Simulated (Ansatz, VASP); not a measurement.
# Cross-check of PtS2 between VASP and Ansatz

Wanted: the spread between two codes on one cell, functional and k mesh. The structure shown is the end of the Ansatz relaxation below.

Main program and level: Ansatz 0.2.0; plane waves, with VASP 6.6.1 beside it; single point at PBE with D3(BJ).

**1. The structure**

The structure is trigonal, space group P-3m1 (No. 164). Conventional cell: a = 3.655 Å, b = 3.655 Å, c = 4.530 Å, α = 90.00°, β = 90.00°, γ = 120.00°. Nearest to S lie 3 Pt at 2.41 Å. Nearest to Pt lie 6 S at 2.41 Å. Farther neighbours and most contacts between anions are not listed.

**2. Ansatz: relaxation, PBE with D3(BJ)**

Ansatz runs on its PAW soft_1 files.

This run makes the geometry at which the two programs are then compared.

input.yaml reads:

```yaml
crystal:
  lattice:
    - [3.6547476826, 0.0, 0.0]
    - [-1.8273738413, 3.1651043376, 0.0]
    - [0.0, 0.0, 4.5902062316]
  atoms:
    - { symbol: S, position: [0.3333333333, 0.6666666667, 0.2586018717] }
    - { symbol: S, position: [0.6666666667, 0.3333333333, 0.7413981283] }
    - { symbol: Pt, position: [0.0, 0.0, 0.0] }
kpoints:
  mp_grid: { grid: [12, 12, 8] }
hamiltonian:
  xc: pbe
  dispersion: d3bj
  pseudopotentials: { kind: paw, azcp: { folder: soft_1 } }
scf:
  occupations: { method: gaussian, width: 0.01 }
output:
  forces: true
  stress: true
  eigenvalues: true
relax:
  adjacent_minimum: "off"
  f_tol: 0.001
  max_steps: 60
  cell: { stress_tol: 0.01, fix: [a, b, gamma] }
```

Launch:

```
> ansatz run input.yaml --threads 4 --pin off --max-ram 10240MiB --backend cpu --events-out ev --progress --plain --runs-dir out
```

Numbers of over 12 decimals in the logs are rounded to 6 here.

Output:

```text
Engine: ansatz 0.2.0, aarch64-unknown-linux-gnu
Pseudopotentials: kind: paw
Pseudopotential: S, paw, valence charge 6, recommended cutoff 420 eV (normal), soft_1/S.paw.azcp
Pseudopotential: Pt, paw, valence charge 18, recommended cutoff 420 eV (normal), soft_1/Pt.paw.azcp
Functional definition: PBE
  parameter kappa = 0.804
  parameter beta = 0.066725
  exchange = pbe_x(kappa = kappa, mu = beta*pi^2/3)
  correlation = pbe_c(beta = beta)
Crystal: 3 atoms, lattice volume = 53.098 Å³
Basis set: ecut = 420 eV, 1023 PW (Γ), exchange–correlation on 50×50×64 points (8 copies of the dense FFT grid, shifted against one another)
Bands: 19, of which v1, the nominal top of the filled ones, is band 15 counted from 1 (14 counted from 0)
Symmetry: 12 space group operations
Space group: P-3m1 (ITA 164), of the structure as read, at distance tolerance 3.8e-5 Å
k-points: 131 of 1152
Non-local potential: S, projectors of the file, l = 0: 2, l = 1: 2, l = 2: 1
Non-local potential: Pt, projectors of the file, l = 0: 3, l = 1: 2, l = 2: 2, l = 3: 1
PAW form: soft (Blöchl's): semilocal exchange-correlation on the pseudo side does not see the compensation charge
PAW one-centre angular grid: S, 110 points (default); XC on 64 Gauss nodes
PAW one-centre angular grid: Pt, 590 points (default); XC on 64 Gauss nodes
Initial density: superposition of atomic densities (chi_scale 0.1, normalization cell, long waves kept (reshape's long-wave potential 0.01 eV rms))
Initial wavefunctions: pseudopotential atomic-orbital guess
Functional: x = pbe(κ = 0.804, μ = 0.219515), c = pbe(β = 0.066725)
SCF iter   1: F=—  HF=-14331.623630 eV  |F-HF|=—  |Δ(HF+E_count)|=         —  Δρ=7.72e-2  dr2=2.83e0  ethr=3.10e-3  ⟨swp⟩=6.4  Hψ=13881  notcnv=0
preconditioner: auto → Resta (q_TF=auto, 2.481 Å⁻¹)  ε∞=7.5  [insulator: Δε(μ)=0.539 eV  Ē_g=9.381 eV  σ=0.010 eV  W_gap=1.00  n_scr=20 (ndim 8)  ℏωp=23.9 eV  f_vac=0.000  D(μ)=0.00/eV (n_scr^D=0)  ε∞_Penn≈7.5]
SCF iter   2: F=—  HF=-14331.211547 eV  |F-HF|=—  |Δ(HF+E_count)|=   4.12e-1  Δρ=3.63e-2  dr2=5.73e-1  ethr=3.10e-3  ⟨swp⟩=2.5  Hψ=4526  notcnv=0
SCF iter   3: F=—  HF=-14331.123132 eV  |F-HF|=—  |Δ(HF+E_count)|=   8.84e-2  Δρ=4.91e-3  dr2=7.33e-3  ethr=1.91e-3  ⟨swp⟩=2.8  Hψ=4007  notcnv=0
SCF iter   4: F=—  HF=-14331.123940 eV  |F-HF|=—  |Δ(HF+E_count)|=   8.08e-4  Δρ=7.84e-4  dr2=3.28e-4  ethr=2.44e-5  ⟨swp⟩=2.3  Hψ=5406  notcnv=0  defer=1
SCF iter   5: F=—  HF=-14331.124093 eV  |F-HF|=—  |Δ(HF+E_count)|=   1.53e-4  Δρ=2.59e-4  dr2=4.36e-5  ethr=1.09e-6  ⟨swp⟩=2.3  Hψ=4568  notcnv=0  defer=1
SCF iter   6: F=—  HF=-14331.124110 eV  |F-HF|=—  |Δ(HF+E_count)|=   1.74e-5  Δρ=5.37e-5  dr2=1.96e-6  ethr=1.45e-7  ⟨swp⟩=2.2  Hψ=3835  notcnv=0  defer=1
SCF iter   7: F=-14331.124113 eV  HF=-14331.124113 eV  |F-HF|=5.62e-8  |Δ(HF+E_count)|=   2.61e-6  Δρ=7.87e-6  dr2=3.09e-8  ethr=3.33e-10  ⟨swp⟩=5.1  Hψ=13334  notcnv=0
SCF 1 converged in 7 iterations: F = -14331.124113 eV  dr2 = 3.09e-8
  greatest PAW one-centre occupation: 1.000 electrons in one spin orbital (limit 2), on the Pt atom at site 2 (counted from 0), in its partial waves of l = 0
relax step   1: F+E_penalty+E_count = -14331.12411262 eV  Δ(F+E_penalty+E_count) = +0.000e0 eV  max|allowed force component| = 1.959e-1 eV/Å  Δτ_max = 0.0000 Å  P = -4.631 GPa  Ω = 53.098 Å³  fix = [a, b, gamma]  reactions: a -6.073, b -6.073 GPa  (7 SCF iters, dr2 threshold 1.00e-7 eV, accepted)
[...]
relax step   4: F+E_penalty+E_count = -14331.12878581 eV  Δ(F+E_penalty+E_count) = -5.370e-5 eV  max|allowed force component| = 6.822e-4 eV/Å  Δτ_max = 0.0022 Å  P = -3.209 GPa  Ω = 52.408 Å³  energy of the carried Pulay correction = +2.014e-4 eV  fix = [a, b, gamma]  reactions: a -4.809, b -4.809 GPa  (6 SCF iters, dr2 threshold 5.72e-9 eV, accepted)
[...]
relax step   5: F+E_penalty+E_count = -14331.12878795 eV  Δ(F+E_penalty+E_count) = -2.146e-6 eV  max|allowed force component| = 4.780e-5 eV/Å  Δτ_max = 0.0001 Å  P = -3.202 GPa  Ω = 52.401 Å³  energy of the carried Pulay correction = +2.034e-4 eV  fix = [a, b, gamma]  reactions: a -4.803, b -4.803 GPa  (7 SCF iters, dr2 threshold 2.54e-10 eV, accepted)
[...]
relax step   6: F+E_penalty+E_count = -14331.12859459 eV  Δ(F+E_penalty+E_count) = +1.934e-4 eV  max|allowed force component| = 2.995e-6 eV/Å  Δτ_max = 0.0000 Å  P = -3.200 GPa  Ω = 52.401 Å³  fix = [a, b, gamma]  reactions: a -4.799, b -4.799 GPa  stress off target by 3.70e-3 GPa on what of the cell is left free  SCF on the basis re-selected at this cell (its energy is not comparable with the rows above)  (10 SCF iters)
basis re-selected at this cell: Δ(F+E_penalty+E_count) = +1.934e-4 eV, ΔP = +0.001 GPa vs the last step (what re-selecting the basis moved, of the pressure what is left beyond the Pulay correction that the steps carried, after the strain that the cell walked since its last selection, with what the two solves' SCF thresholds leave and, on support functions, any second-order correction that the steps lacked; it is no m [...]
SCF converged after 10 iterations
Free energy (F): -14331.128595 eV
Harris-Foulkes:  -14331.128595 eV  (|F-HF|=1.82e-12)
Internal energy: -14331.128576 eV  (E = F + TS)
E sigma→0 (E₀):  -14331.128585 eV
Entropy (-TS):   -0.000018 eV (-0.006 meV/atom)
Fermi energy:    12.192931 eV
--- Per-component energies (eV) ---
  E_band       = -291.607436
  E_kinetic    = 805.239411
  E_local      = -2723.991044  (includes V_loc(G=0)·N_el)
  E_nonlocal   = 271.999171
  E_hartree    = 1063.803232
  E_xc         = -409.504264
  E_vxc        = -436.102195  (∫ρ·V_xc dr)
  E_paw        = -10700.349109  (= ΣΔE_a)
  E_vpaw       = -336.360376  (= ΣTr[D̂ρ^β])
  E_aug_tail   = 0.001132  (compensation charges beyond the density's cutoff)
  E_ewald      = -2636.986147
  E_disp       = -1.340959  (pairwise vdW)
  E_smearing   = -0.000018  (= −TS)
  E_closure    = -0.000000  (closes the sum)
  Σ components = -14331.128595   (vs F -14331.128595, Δ=0.00e0)
--- Forces (eV/Å), atoms counted from 1 ---
  atom   1  S     -0.00000000     0.00000000    -0.00000299
  atom   2  S      0.00000000     0.00000000     0.00000299
  atom   3  Pt     0.00000000    -0.00000000     0.00000000
  max |Σ_I F_I| component: 9.25e-18 eV/Å
--- Stress (GPa, compression-positive) ---
       -4.798746      -0.000000      -0.000000
       -0.000000      -4.798746      -0.000000
       -0.000000      -0.000000      -0.003702
  P = ⅓ Tr σ = -3.2004 GPa (-32.004 kbar)
--- Band table (eV; the first three rows and the last of 131) ---
  k-point 0: bands = [... 11 lower, 9.9189, 10.5615, 10.5615, 12.3564, 13.2772, 13.2772, 15.6639, 16.9558]
  k-point 1: bands = [... 11 lower, 9.8863, 10.4652, 10.4652, 12.0324, 13.4414, 13.4414, 15.8675, 17.2687]
  k-point 2: bands = [... 11 lower, 9.7461, 10.2532, 10.2532, 11.3549, 13.8381, 13.8381, 16.4334, 17.9384]
  k-point 130: bands = [... 11 lower, 7.6710, 8.5508, 9.6905, 9.6905, 14.2260, 14.2260, 18.6895, 19.4712]
--- Relaxed structure (5 steps of the walk, 5 accepted, 1 SCFs on fresh bases) ---
  F+E_penalty+E_count = -14331.12859459 eV   max|allowed force component| = 2.995e-6 eV/Å   (the final SCF, on the basis selected at the relaxed cell)
  cell:  # Å, volume = 52.4012 Å³
    - [3.654748, 0, 0]
    - [-1.827374, 3.165104, -1.5370447455173492e-18]
    - [0, -2.2291057787128046e-18, 4.529972]
  atoms:
    - { symbol: S, position: [0.333333, 0.666667, 0.257876] }
    - { symbol: S, position: [0.666667, 0.333333, 0.742124] }
    - { symbol: Pt, position: [0, 0, -1.2498864335490453e-19] }
```

The column dr2 measures how far the density is from self-consistency, as an energy; F and HF (Harris–Foulkes) agree once it is small.

**3. VASP: single point, PBE with D3(BJ)**

The same cell, functional, mesh and smearing now go to VASP, with its own data sets.

Lines of VASP's logs that name or quote its potential files are left out, and so is its time.

INCAR reads:

```
SYSTEM = PtS2
PREC = Accurate
ENCUT = 500
EDIFF = 1E-06
NELM = 120
ISMEAR = 0
SIGMA = 0.01
LREAL = .FALSE.
ALGO = Normal
GGA = PE
IVDW = 12
NBANDS = 17
LASPH = .TRUE.
LORBIT = 11
LWAVE = .FALSE.
LCHARG = .FALSE.
ISIF = 2
GGA_COMPAT = .FALSE.
KPAR = 2
```

POSCAR reads:

```
PtS2
1.0
    3.6547476826      0.0000000000      0.0000000000
   -1.8273738413      3.1651043376      0.0000000000
    0.0000000000      0.0000000000      4.5299722319
S Pt
2 1
Direct
    0.3333333333      0.6666666667      0.2578763277
    0.6666666667      0.3333333333      0.7421236723
    0.0000000000      0.0000000000      0.0000000000
```

KPOINTS reads:

```
Automatic mesh
0
Gamma
12 12 8
0 0 0
```

The projector-augmented-wave data sets are S and Pt (PBE family, release 64).

Launch:

```
> mpirun -np 2 vasp_std
```

Output:

```text
[banner, memory and clock lines left out]
running    2 mpi-ranks, on    1 nodes
 distrk:  each k-point on    1 cores,    2 groups
 distr:  one band on    1 cores,    1 groups

 POSCAR found type information on POSCAR S Pt
 POSCAR found :  2 types and       3 ions
 LDA part: xc-table for (Slater+PW92), standard interpolation
 POSCAR, INCAR and KPOINTS ok, starting setup
 FFT: planning ... GRIDC
 FFT: planning ... GRID_SOFT
 FFT: planning ... GRID
 WAVECAR not read
 entering main loop
       N       E                     dE             d eps       ncg     rms          rms(c)
DAV:   1     0.106692430852E+03    0.10669E+03   -0.10278E+04  4566   0.112E+03
DAV:   2    -0.118522467370E+02   -0.11854E+03   -0.11507E+03  5571   0.224E+02
DAV:   3    -0.165401032217E+02   -0.46879E+01   -0.46575E+01  5600   0.461E+01
DAV:   4    -0.165872307373E+02   -0.47128E-01   -0.47102E-01  5921   0.507E+00
DAV:   5    -0.165879191208E+02   -0.68838E-03   -0.68833E-03  5832   0.593E-01    0.171E+01
DAV:   6    -0.156123690912E+02    0.97555E+00   -0.73538E+00  4531   0.258E+01    0.124E+01
DAV:   7    -0.153108196830E+02    0.30155E+00   -0.14104E+00  4565   0.120E+01    0.571E+00
DAV:   8    -0.152983064344E+02    0.12513E-01   -0.79849E-02  5033   0.191E+00    0.138E+00
DAV:   9    -0.152947689626E+02    0.35375E-02   -0.97979E-03  5736   0.101E+00    0.245E-01
DAV:  10    -0.152948891439E+02   -0.12018E-03   -0.14074E-03  5266   0.242E-01    0.885E-02
DAV:  11    -0.152949395123E+02   -0.50368E-04   -0.54166E-05  5599   0.611E-02    0.430E-02
DAV:  12    -0.152949419931E+02   -0.24807E-05   -0.90804E-06  5527   0.259E-02    0.750E-03
DAV:  13    -0.152949424943E+02   -0.50120E-06   -0.93513E-07  4375   0.761E-03
   1 F= -.16635600E+02 E0= -.16635591E+02  d E =-.184033E-04
```

Parts of OUTCAR (step 3):

```text
ion  position               nearest neighbor table
   1  0.333  0.667  0.258-   3 2.41   3 2.41   3 2.41
   2  0.667  0.333  0.742-   3 2.41   3 2.41   3 2.41
   3  0.000  0.000  0.000-   1 2.41   2 2.41   2 2.41   1 2.41   2 2.41   1 2.41

  LATTYP: Found a hexagonal cell.
 ALAT       =     3.6547476826
 C/A-ratio  =     1.2394760529

 Subroutine GETGRP returns: Found 12 space group operations
 (whereof 12 operations were pure point group operations)

The static configuration has the point symmetry D_3d.

 Found    131 irreducible k-points:

   k-points           NKPTS =    131   k-points in BZ     NKDIM =    131   number of bands    NBANDS=     17

   dimension x,y,z NGX =    28 NGY =   28 NGZ =   36
   dimension x,y,z NGXF=    56 NGYF=   56 NGZF=   72

   ENCUT  =  500.0 eV  36.75 Ry    6.06 a.u.   6.66  6.66  8.26*2*pi/ulx,y,z

   NELECT =      22.0000    total number of electrons

 k-points in reciprocal lattice and weights: Automatic mesh
   0.00000000  0.00000000  0.00000000       0.001
   0.08333333  0.00000000  0.00000000       0.005
   0.16666667  0.00000000  0.00000000       0.005
   0.25000000  0.00000000  0.00000000       0.005
   0.33333333  0.00000000  0.00000000       0.005
   0.41666667  0.00000000  0.00000000       0.005
   0.50000000  0.00000000  0.00000000       0.003
   0.08333333  0.08333333  0.00000000       0.005
   0.16666667  0.08333333  0.00000000       0.010
[...]
0.33333333  0.25000000  0.50000000       0.010
   0.33333333  0.33333333  0.50000000       0.002

 average (electrostatic) potential at core
       1 -84.9218       2 -84.9218       3 -67.6836

 E-fermi :   7.7626

 k-point     1 :       0.0000    0.0000    0.0000
  band No.  band energies     occupation
    ...
      6       3.6732      2.00000
      7       3.6732      2.00000
      8       5.4824      2.00000
      9       6.1320      2.00000
     10       6.1320      2.00000
     11       7.9154      0.00000
     12       8.8389      0.00000
     13       8.8389      0.00000
     14      11.2568      0.00000
     15      12.5411      0.00000
    ...

 k-point     2 :       0.0833    0.0000    0.0000
  band No.  band energies     occupation
    ...
      7       3.6049      2.00000
      8       5.1890      2.00000
      9       6.0619      2.00000
     10       6.0788      2.00000
     11       7.6110      2.00000
     12       8.8834      0.00000
     13       8.9143      0.00000
     14      11.7271      0.00000
     15      12.8693      0.00000
     16      14.8548      0.00000
    ...

 k-point     3 :       0.1667    0.0000    0.0000
  band No.  band energies     occupation
    ...
      7       3.4470      2.00000
      8       4.6118      2.00000
      9       5.8764      2.00000
     10       5.8968      2.00000
     11       7.0032      2.00000
     12       9.0450      0.00000
     13       9.0547      0.00000
     14      12.5903      0.00000
     15      13.4510      0.00000
     16      14.8563      0.00000
    ...

 Edisp (eV)   -1.34066

  Total      -1.73255    -1.73255    -0.08532    -0.00000     0.00000    -0.00000
  in kB     -52.97301   -52.97301    -2.60868    -0.00000     0.00000    -0.00000
  external pressure =      -36.18 kB  Pullay stress =        0.00 kB

  energy-cutoff  :      500.00
  volume of cell :       52.40
      direct lattice vectors                 reciprocal lattice vectors
     3.654747683  0.000000000  0.000000000     0.273616700  0.157972675  0.000000000
    -1.827373841  3.165104338  0.000000000     0.000000000  0.315945351  0.000000000
     0.000000000  0.000000000  4.529972232     0.000000000  0.000000000  0.220751905

 POSITION                                       TOTAL-FORCE (eV/Angst)
 -----------------------------------------------------------------------------------
     -0.00000      2.11007      1.16817         0.000000     -0.000000     -0.036843
      1.82737      1.05503      3.36180        -0.000000      0.000000      0.036843
      0.00000      0.00000      0.00000         0.000000      0.000000      0.000000
 -----------------------------------------------------------------------------------
    total drift:                               -0.000000     -0.000000      0.000000

  FREE ENERGIE OF THE ION-ELECTRON SYSTEM (eV)
  ---------------------------------------------------
  free  energy   TOTEN  =       -16.6355997897 eV

  energy  without entropy=      -16.6355813864  energy(sigma->0) =      -16.63559059

 total charge
# of ion       s       p       d       tot
------------------------------------------
    1        1.368   2.245   0.000   3.614
    2        1.368   2.245   0.000   3.614
    3        0.681   0.738   7.966   9.385
--------------------------------------------------
tot          3.418   5.228   7.966  16.612

[... 3 further parts left out ...]
```

The run ends at a pressure of -3.62 GPa, with forces up to 0.037 eV/Å.

**4. Differences**

Known differences besides the potentials themselves: the data sets hold 30 valence electrons in Ansatz (on its PAW soft_1 files) and 22 in VASP; the cutoff is 420 eV in Ansatz and 500 eV in VASP; Ansatz's pressure holds a Pulay correction, VASP's none. Total energies have different zeros and are not compared.

The two programs side by side:

| quantity | Ansatz | VASP | difference |
| --- | --- | --- | --- |
| pressure (GPa) | -3.20 | -3.62 | +0.42 |

At this near-relaxed geometry the largest component of a force difference is 37 meV/Å.

**5. Further runs**

Further runs change the set-up of one program: Ansatz's method, potentials or start, or VASP's data sets, cutoff or form of LDA. The table gives Ansatz less VASP for each quantity, since a change that brings one quantity closer may part another.

| run | r.m.s. force difference (meV/Å) | pressure (GPa) |
| --- | --- | --- |
| as above | 17 | 0.42 |
| VASP with the data sets S and Pt_sv_GW | 10 | 1.3 |

**6. What came out**

```
r.m.s. force difference (single point, PBE with D3(BJ)) : 17 meV/Å
```

The r.m.s. force difference is 17 meV/Å (single point, PBE with D3(BJ)), beyond the 12 meV/Å picked in this series as the mark of a large difference. The data sets hold unlike numbers of valence electrons (30 in Ansatz and 22 in VASP), so part of the differences comes from the potentials. Single point, PBE with D3(BJ), VASP with the data sets S and Pt_sv_GW: r.m.s. force difference goes from 17 to 10 meV/Å; the difference in pressure goes from 0.42 to 1.3 GPa. How closely two codes agree says nothing of how well the functional describes the real material.

[Lines on the potential files, build, host, timing and source positions are cut from VASP's logs without a mark.]

[Logs are printed without paths, hosts, clocks, repeated set-up lines and the standing remarks that a program may print on its own settings, such as how far it seeks lower states.]

[Hosts, paths, dates, database ids (printed as entryN), source tags and the programs' standing remarks are cut or masked in the printed files.]
